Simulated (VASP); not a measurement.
VASP ran on this input.

### INCAR
```
SYSTEM = Zn4STe3
PREC = Accurate
ENCUT = 400
EDIFF = 1E-6
NELM = 100
ALGO = Normal
LREAL = .FALSE.
LASPH = .TRUE.
ISMEAR = 0
SIGMA = 0.05
GGA = PE
LMAXMIX = 4
LWAVE = .FALSE.
LCHARG = .TRUE.
```

KPOINTS:
```
Automatic mesh
0
Gamma
4 4 4
0 0 0
```

**POSCAR**
```
Zn4STe3
1.0
  5.9944476729   0.0000000000   0.0000000000
  0.0000000000   5.9944476729   0.0000000000
  0.0000000000   0.0000000000   5.9944476729
Zn Te S
4 3 1
Cart
  0.0941139452   5.9003337277   5.9003337277
  2.9031098912   3.0913377817   5.9003337277
  2.9031098912   5.9003337277   3.0913377817
  0.0941139452   3.0913377817   3.0913377817
  1.4986119182   1.4986119182   1.4986119182
  4.4958357547   4.4958357547   1.4986119182
  4.4958357547   1.4986119182   4.4958357547
  1.4986119182   4.4958357547   4.4958357547
```

POTCAR, in this order: Zn Te S (PBE.64 set). Program: vasp_std.

**Question.** Translate this PBE calculation to Ansatz.

**Answer.** One equivalent input (not run):
Ansatz 0.2 input:
```yaml
crystal:
  lattice:
    - [5.9944477, 0.0000000, 0.0000000]
    - [0.0000000, 5.9944477, 0.0000000]
    - [0.0000000, 0.0000000, 5.9944477]
  atoms:
    - { symbol: Zn, position: [0.0157002, 0.9842998, 0.9842998] }
    - { symbol: Zn, position: [0.4842998, 0.5157002, 0.9842998] }
    - { symbol: Zn, position: [0.4842998, 0.9842998, 0.5157002] }
    - { symbol: Zn, position: [0.0157002, 0.5157002, 0.5157002] }
    - { symbol: Te, position: [0.2500000, 0.2500000, 0.2500000] }
    - { symbol: Te, position: [0.7500000, 0.7500000, 0.2500000] }
    - { symbol: Te, position: [0.7500000, 0.2500000, 0.7500000] }
    - { symbol: S, position: [0.2500000, 0.7500000, 0.7500000] }
kpoints:
  mp_grid: { grid: [4, 4, 4] }
hamiltonian:
  xc: pbe
  pseudopotentials: { kind: paw }
scf:
  occupations: { method: gaussian, width: 0.05 }
  max_iter: 100
output: { forces: true, stress: true, eigenvalues: true }
```
The two are equivalent in intent, not identical: each code has its own PAW files, so the cut-off isn't converted (ENCUT is set for VASP's; basis.ecutwfc is left out, and Ansatz then takes the one that its files recommend); Ansatz stops its SCF on the density residual and VASP on the energy change (EDIFF).

The structure was generated: Zn4STe3 was put into an ordered model structure (P-43m), which need not be its known phase. It was relaxed first.
